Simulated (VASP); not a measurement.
Input:

```xyz
1
Lattice="0.0000 2.1128 2.1128 2.1128 0.0000 2.1128 2.1128 2.1128 0.0000" Properties=species:S:1:pos:R:3 pbc="T T T"
Au     0.0000     0.0000     0.0000
```

All values below come from revPBE GGA, VASP's PBE PAW potentials (set 64) (plane waves; VASP). Numerical set-up: 520 eV cut-off, 15×15×15 Γ-centred mesh, first-order Methfessel-Paxton smearing of 0.10 eV, potentials Au.

### Question
Give the stress tensor in GPa (positive for a compressed cell).

### Answer

```
-3.55   0.00   0.00
 0.00  -3.55   0.00
 0.00   0.00  -3.55
```
The pressure is its mean diagonal, -3.55 GPa.

The compound is Au in the fcc structure. This cell is one point of a volume scan, at 1.03 of the reference volume.
